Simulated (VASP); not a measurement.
# TiGa11As12 (a cell with a defect) in VASP: notebook

Runs on TiGa11As12 (a cell with a defect). Level: PBEsol+U. Tasks: single point, relaxation of the atoms.

All numbers are computed with VASP 6.6.1; they aren't measurements. Logs are shortened: lines on timing, memory, paths and dates and some standing lists are left out, and cuts for length are marked.

## 1. Starting point

The cell holds a defect, 24 atoms: a = 11.993 Å, b = 7.996 Å, c = 7.996 Å, α = 60.00°, β = 60.00°, γ = 60.00°.

## 2. Single point, PBEsol+U, collinear spin, zero start

INCAR reads:

```
PREC = Accurate
ENCUT = 350
EDIFF = 1E-5
ISMEAR = 0
SIGMA = 0.03
LREAL = Auto
LASPH = True
NELM = 120
ALGO = Normal
ISIF = 2
LWAVE = False
LCHARG = False
ISPIN = 2
MAGMOM = 0 0 0 0 0 0 0 0 0 0 0 0 0 0 0 0 0 0 0 0 0 0 0 0
LORBIT = 11
NUPDOWN = 0
LMAXMIX = 4
LDAU = True
LDAUTYPE = 2
LDAUL = 2 -1 -1
LDAUU = 3 0 0
LDAUJ = 0 0 0
LDAUPRINT = 1
GGA = PS
NBANDS = 130
NELECT = 216.0
KPAR = 2
```

KPOINTS reads:

```
Automatic mesh
0
Gamma
  2 2 2
```

POSCAR reads:

```
TiGa11As12
1.0
    0.0000000000      8.4805500000      8.4805500000
    5.6537000000      0.0000000000      5.6537000000
    5.6537000000      5.6537000000      0.0000000000
Ti Ga As
1 11 12
Direct
    0.0000000000      0.0000000000      0.0000000000
    0.0000000000      0.0000000000      0.5000000000
    0.0000000000      0.5000000000      0.0000000000
    0.0000000000      0.5000000000      0.5000000000
    0.3333330000      0.0000000000      0.0000000000
    0.3333330000      0.0000000000      0.5000000000
    0.3333330000      0.5000000000      0.0000000000
    0.3333330000      0.5000000000      0.5000000000
    0.6666670000      0.0000000000      0.0000000000
    0.6666670000      0.0000000000      0.5000000000
    0.6666670000      0.5000000000      0.0000000000
    0.6666670000      0.5000000000      0.5000000000
    0.0833333333      0.1250000000      0.1250000000
    0.0833333333      0.1250000000      0.6250000000
    0.0833333333      0.6250000000      0.1250000000
    0.0833333333      0.6250000000      0.6250000000
    0.4166663333      0.1250000000      0.1250000000
    0.4166663333      0.1250000000      0.6250000000
    0.4166663333      0.6250000000      0.1250000000
    0.4166663333      0.6250000000      0.6250000000
    0.7500003333      0.1250000000      0.1250000000
    0.7500003333      0.1250000000      0.6250000000
    0.7500003333      0.6250000000      0.1250000000
    0.7500003333      0.6250000000      0.6250000000
```

Potentials or basis: VASP PAW PBE potentials, release 64 (Ti_sv, Ga_d, As).

Run with:

```console
$ cat potpaw_PBE.64/Ti_sv/POTCAR potpaw_PBE.64/Ga_d/POTCAR potpaw_PBE.64/As/POTCAR > POTCAR
$ mpirun -np 4 vasp_std > vasp.out
```

OUTCAR:

```text
PREC = Accurate
   ENCUT = 350
   EDIFF = 1E-5
   ISMEAR = 0
   LREAL = Auto
   LASPH = True
   NELM = 120
   ISIF = 2
   ISPIN = 2
   LORBIT = 11
   NUPDOWN = 0
   GGA = PS
   NELECT = 216.0

 ion  position               nearest neighbor table
   1  0.000  0.000  0.000-  21 2.45  13 2.45  15 2.45  14 2.45
   2  0.000  0.000  0.500-  22 2.45  14 2.45  16 2.45  13 2.45
   3  0.000  0.500  0.000-  23 2.45  15 2.45  16 2.45  13 2.45
   4  0.000  0.500  0.500-  24 2.45  16 2.45  14 2.45  15 2.45
   5  0.333  0.000  0.000-  13 2.45  17 2.45  18 2.45  19 2.45
   6  0.333  0.000  0.500-  14 2.45  18 2.45  17 2.45  20 2.45
[... 16 lines left out ...]
  23  0.750  0.625  0.125-   3 2.45  11 2.45   9 2.45  12 2.45
  24  0.750  0.625  0.625-   4 2.45  12 2.45  11 2.45  10 2.45

  LATTYP: Found a face centered orthorhombic cell.
 ALAT       =     7.9955392176
 B/A-ratio  =     1.7320508076
 C/A-ratio  =     2.4494897428

  Lattice vectors:

 A1 = (   0.0000000000,   8.4805500000,   8.4805500000)
 A2 = (  -5.6537000000,   2.8268500000,   8.4805500000)
 A3 = (   5.6537000000,   0.0000000000,   5.6537000000)

Analysis of symmetry for initial positions (statically):
=====================================================================
 Subroutine PRICEL returns:
 Original cell was already a primitive cell.

 Routine SETGRP: Setting up the symmetry group for a
 face centered orthorhombic supercell.

 Subroutine GETGRP returns: Found  2 space group operations
 (whereof  2 operations were pure point group operations)
 out of a pool of  8 trial point group operations.

The static configuration has the point symmetry C_1h.

Analysis of symmetry for dynamics (positions and initial velocities):
=====================================================================
 Subroutine PRICEL returns:
 Original cell was already a primitive cell.

 Routine SETGRP: Setting up the symmetry group for a
 face centered orthorhombic supercell.

 Subroutine GETGRP returns: Found  2 space group operations
 (whereof  2 operations were pure point group operations)
 out of a pool of  8 trial point group operations.

The dynamic configuration has the point symmetry C_1h.

Analysis of structural, dynamic, and magnetic symmetry:
=====================================================================
 Subroutine PRICEL returns:
 Original cell was already a primitive cell.

 Routine SETGRP: Setting up the symmetry group for a
 face centered orthorhombic supercell.

 Subroutine GETGRP returns: Found  2 space group operations
 (whereof  2 operations were pure point group operations)
 out of a pool of  8 trial point group operations.

The overall configuration has the point symmetry C_1h.

 Subroutine INISYM returns: Found  2 space group operations
 (whereof  2 operations are pure point group operations),
 and found     1 'primitive' translations

----------------------------------------------------------------------------------------

                                     Primitive cell

  volume of cell :     542.1501

  direct lattice vectors                    reciprocal lattice vectors
     0.000000000  8.480550000  8.480550000    -0.058958440  0.058958440  0.058958440
     5.653700000  0.000000000  5.653700000     0.088437660 -0.088437660  0.088437660
     5.653700000  5.653700000  0.000000000     0.088437660  0.088437660 -0.088437660

  length of vectors
    11.993308826  7.995539218  7.995539218     0.102119014  0.153178521  0.153178521

  position of ions in fractional coordinates (direct lattice)
     0.000000000  0.000000000  0.000000000
     0.000000000  0.000000000  0.500000000
     0.000000000  0.500000000  0.000000000
     0.000000000  0.500000000  0.500000000
     0.333333000  0.000000000  0.000000000
     0.333333000  0.000000000  0.500000000
[... 16 lines left out ...]
     0.750000333  0.625000000  0.125000000
     0.750000333  0.625000000  0.625000000

  ion indices of the primitive-cell ions
   primitive index   ion index
                 1           1
                 2           2
                 3           3
                 4           4
                 5           5
                 6           6
[... 16 lines left out ...]
                23          23
[... 71 lines left out ...]
   IALGO  =     38    algorithm
   IMIX   =      4    mixing-type and parameters
     AMIX     =   0.40;   BMIX     =  1.00
     AMIX_MAG =   1.60;   BMIX_MAG =  1.00
  volume/ion in A,a.u.               =      22.59       152.44
  Fermi-wavevector in a.u.,A,eV,Ry     =   1.204628  2.276417 19.743799  1.451128
  Thomas-Fermi vector in A             =   2.340347
   LORBIT       =     11    0 simple, 1 ext, 2 COOP (PROOUT), +10 PAW based schemes
 LDA+U is selected, type is set to LDAUTYPE =  2
   angular momentum for each species LDAUL =     2   -1   -1
   U (eV)           for each species LDAUU =   3.0  0.0  0.0
   J (eV)           for each species LDAUJ =   0.0  0.0  0.0
   GGA     = PS    functional components
   LHFCALC =     F    Hartree Fock is set to
   AEXX    =    0.0000 exact exchange contribution
   IVDW    =     0    specifies the selected vdW correction
   LEPSILON=     F    determine dielectric tensor
   LRPA    =     F    only Hartree local field effects (RPA)
 spin polarized calculation
 Gauss-broadening in eV      SIGMA  =   0.03
  energy-cutoff  :      350.00
  volume of cell :      542.15
 maximum number of plane-waves:      8100
 NGX is ok and might be reduce to    80
   NGX = 37   NGY = 25   NGZ = 25

 number of electron     215.9999915 magnetization       0.0000000

atom =   1  type =  1  l = 2

 onsite density matrix

spin component  1

  0.1845 -0.0024  0.0019  0.0038 -0.0011
 -0.0024  0.1857  0.0018 -0.0024 -0.0031
  0.0019  0.0018  0.1883  0.0000 -0.0257
  0.0038 -0.0024  0.0000  0.1845 -0.0022
 -0.0011 -0.0031 -0.0257 -0.0022  0.2180

spin component  2

  0.1838 -0.0024  0.0015  0.0038 -0.0015
 -0.0024  0.1849  0.0001 -0.0024 -0.0002
  0.0015  0.0001  0.1822  0.0005 -0.0265
  0.0038 -0.0024  0.0005  0.1838 -0.0020
 -0.0015 -0.0002 -0.0265 -0.0020  0.2128

 occupancies and eigenvectors

  o =  0.1668  v =  0.0000  0.0000  0.0000  0.0000  0.0000 -0.0449  0.0000  0.8643  0.0449  0.4990      0.0000  0.0000  0.0000  0.0000  0.0000  0.0000  0.0000  0.0000  0.0000  0.0000
  o =  0.1731  v = -0.1363  0.0000  0.8498  0.1363  0.4906  0.0000  0.0000  0.0000  0.0000  0.0000      0.0000  0.0000  0.0000  0.0000  0.0000  0.0000  0.0000  0.0000  0.0000  0.0000
  o =  0.1801  v =  0.0000  0.0000  0.0000  0.0000  0.0000 -0.7057 -0.0000 -0.0550  0.7057 -0.0317      0.0000  0.0000  0.0000  0.0000  0.0000  0.0000  0.0000  0.0000  0.0000  0.0000
  o =  0.1810  v = -0.6938  0.0000 -0.1669  0.6938 -0.0964  0.0000  0.0000  0.0000  0.0000  0.0000      0.0000  0.0000  0.0000  0.0000  0.0000  0.0000  0.0000  0.0000  0.0000  0.0000
  o =  0.1825  v =  0.0000  0.0000  0.0000  0.0000  0.0000 -0.4022 -0.8215  0.0200 -0.4022 -0.0346      0.0000  0.0000  0.0000  0.0000  0.0000  0.0000  0.0000  0.0000  0.0000  0.0000
  o =  0.1829  v = -0.4042 -0.8156  0.0448 -0.4042 -0.0776  0.0000  0.0000  0.0000  0.0000  0.0000      0.0000  0.0000  0.0000  0.0000  0.0000  0.0000  0.0000  0.0000  0.0000  0.0000
  o =  0.1898  v =  0.0000  0.0000  0.0000  0.0000  0.0000 -0.5794  0.5702  0.0288 -0.5794 -0.0499      0.0000  0.0000  0.0000  0.0000  0.0000  0.0000  0.0000  0.0000  0.0000  0.0000
  o =  0.1906  v =  0.5789 -0.5742 -0.0014  0.5789  0.0025  0.0000  0.0000  0.0000  0.0000  0.0000      0.0000  0.0000  0.0000  0.0000  0.0000  0.0000  0.0000  0.0000  0.0000  0.0000
  o =  0.2283  v =  0.0000  0.0000  0.0000  0.0000  0.0000 -0.0496  0.0001 -0.4988 -0.0496  0.8639      0.0000  0.0000  0.0000  0.0000  0.0000  0.0000  0.0000  0.0000  0.0000  0.0000
  o =  0.2332  v = -0.0381 -0.0717 -0.4980 -0.0381  0.8625  0.0000  0.0000  0.0000  0.0000  0.0000      0.0000  0.0000  0.0000  0.0000  0.0000  0.0000  0.0000  0.0000  0.0000  0.0000

 number of electron     215.9999915 magnetization      -0.0000000

 Free energy of the ion-electron system (eV)
  ---------------------------------------------------
  ext. energy  EPLUGINS =         0.00000000
  ---------------------------------------------------
  free energy    TOTEN  =      -105.32232227 eV

  energy without entropy =     -105.31545462  energy(sigma->0) =     -105.31888844

 E-fermi :   4.8144     XC(G=0):  -9.8182

 val. band max:        4.7403010347   @ k =   0.0000   0.5000   0.5000
 cond. band min:       4.8063813714   @ k =   0.0000   0.5000   0.0000
 fundamental gap:      0.0660803367
 Fermi energy:         4.7960937312

 spin component 1

 k-point     1 :       0.0000    0.0000    0.0000
  band No.  band energies     occupation
      1     -53.2219      1.00000
      2     -29.6688      1.00000
      3     -29.6429      1.00000
      4     -29.5285      1.00000
      5     -10.9946      1.00000
      6     -10.9942      1.00000
[... 727 lines left out ...]
    119       6.6656      0.00000
    120       7.1508      0.00000
 Fermi energy:         4.8144075850

 spin component 2

 k-point     1 :       0.0000    0.0000    0.0000
  band No.  band energies     occupation
      1     -53.2088      1.00000
      2     -29.6588      1.00000
      3     -29.6254      1.00000
      4     -29.5166      1.00000
      5     -10.9947      1.00000
      6     -10.9944      1.00000
[... 727 lines left out ...]
    119       6.6662      0.00000
    120       7.1509      0.00000
 [bands above 120 left out]

------------------------ aborting loop because EDIFF is reached ----------------------------------------

  FORCE on cell =-STRESS in cart. coord.  units (eV):
  Direction    XX          YY          ZZ          XY          YZ          ZX
  --------------------------------------------------------------------------------------
  -------------------------------------------------------------------------------------
  Total       14.6045932     14.8879638     14.8879638      1.5014487     -1.3601491      1.5014485
  in kB       43.1599082     43.9973331     43.9973331      4.4371238     -4.0195513      4.4371233
  external PRESSURE =      43.7181914 kB  Pullay stress =       0.0000000 kB

 VOLUME and BASIS-vectors are now :
 -----------------------------------------------------------------------------
  energy-cutoff  :      350.00
  volume of cell :      542.15
      direct lattice vectors                 reciprocal lattice vectors
     0.000000000  8.480550000  8.480550000    -0.058958440  0.058958440  0.058958440
     5.653700000  0.000000000  5.653700000     0.088437660 -0.088437660  0.088437660
     5.653700000  5.653700000  0.000000000     0.088437660  0.088437660 -0.088437660

 POSITION                                       TOTAL-FORCE (eV/Angst)
 -----------------------------------------------------------------------------------
      0.00000      0.00000      0.00000         0.141008     -0.110723     -0.110723
      2.82685      2.82685      0.00000        -0.006425      0.052833      0.038136
      2.82685      0.00000      2.82685        -0.006425      0.038136      0.052833
      5.65370      2.82685      2.82685        -0.067742     -0.002368     -0.002368
      0.00000      2.82685      2.82685         0.055016      0.070103      0.070103
      2.82685      5.65370      2.82685        -0.061792     -0.052560      0.033752
[... 16 lines left out ...]
      4.24027      7.06713      9.89398         0.044292      0.034880      0.027657
      7.06712      9.89398      9.89398        -0.019276     -0.044659     -0.044659
 -----------------------------------------------------------------------------------
    total drift:                                0.009263      0.004063      0.004059

  FREE ENERGIE OF THE ION-ELECTRON SYSTEM (eV)
  ---------------------------------------------------
  free  energy   TOTEN  =      -105.3223222673 eV

  energy  without entropy=     -105.3154546226  energy(sigma->0) =     -105.31888844

 total charge

# of ion       s       p       d       tot
------------------------------------------
    1        2.222   6.135   1.887  10.244
    2        0.901   0.801   9.995  11.697
    3        0.901   0.801   9.995  11.697
    4        0.907   0.801   9.994  11.702
    5        0.893   0.810   9.995  11.697
    6        0.906   0.804   9.994  11.704
[... 16 lines left out ...]
   23        1.215   1.607   0.032   2.854
   24        1.217   1.607   0.032   2.856
--------------------------------------------------
tot         26.687  34.409 112.228 173.324

 magnetization (x)

# of ion       s       p       d       tot
------------------------------------------
    1        0.000   0.000   0.013   0.013
    2       -0.000  -0.000  -0.000  -0.000
    3       -0.000  -0.000  -0.000  -0.000
    4       -0.000  -0.000  -0.000  -0.001
    5        0.000  -0.000  -0.000   0.000
    6       -0.001  -0.000  -0.000  -0.001
[... 16 lines left out ...]
   23       -0.000   0.000  -0.000  -0.000
   24       -0.000  -0.000  -0.000  -0.000
--------------------------------------------------
tot         -0.005  -0.003   0.012   0.004
```

Wall time 7.2 min (4 MPI ranks of Intel Xeon 6975P-C (Granite Rapids), shared host); peak memory 0.49 GiB.

Results:

| Property | Result |
| --- | --- |
| Free energy | -105.3223 eV |
| Largest force | 0.356 eV/Å |
| Net moment | 0.00 μB per cell |
| Valence electrons inside the program's atomic spheres | Ti 10.24; Ga 11.70, 11.69; As 2.89, 2.85, 2.90, 2.86 |

Forces in eV/Å, atoms in the order of the input:
```
Ti   0.141 -0.111 -0.111
Ga  -0.006  0.053  0.038
Ga  -0.006  0.038  0.053
Ga  -0.068 -0.002 -0.002
Ga   0.055  0.070  0.070
Ga  -0.062 -0.053  0.034
Ga  -0.062  0.034 -0.053
Ga   0.040  0.000  0.000
Ga   0.037 -0.029 -0.029
Ga   0.030 -0.007 -0.072
Ga   0.030 -0.072 -0.007
Ga   0.039  0.004  0.004
As  -0.035  0.132  0.132
As  -0.181 -0.013  0.079
As  -0.181  0.079 -0.013
As   0.039  0.048  0.048
As  -0.129  0.052  0.052
As   0.055  0.032 -0.027
As   0.055 -0.027  0.032
As  -0.012 -0.018 -0.018
As   0.150 -0.228 -0.228
As   0.044  0.028  0.035
As   0.044  0.035  0.028
As  -0.019 -0.045 -0.045
```

Eigenvalues of the final occupation matrices:
```csv
site,spin,trace,eigenvalues
site 1 d,1,0.96,0.17 0.18 0.18 0.19 0.23
site 1 d,2,0.95,0.17 0.18 0.18 0.19 0.23
```

Caveat: the k mesh is coarse (spacing up to 0.48 Å⁻¹), so the values aren't converged; the cell is charged against a uniform background, so pressure and absolute levels hang on convention; the cutoff is under 1.25 times the usual one of these potentials, so pressure, stress and relaxed cells hold a basis-set (Pulay) error; the PAW data sets were made with another functional, which shifts forces and pressure a little; the total moment is fixed, so each spin has its own Fermi level; the U is typed as a test and isn't derived for this compound.

[end of part 1 of 3]
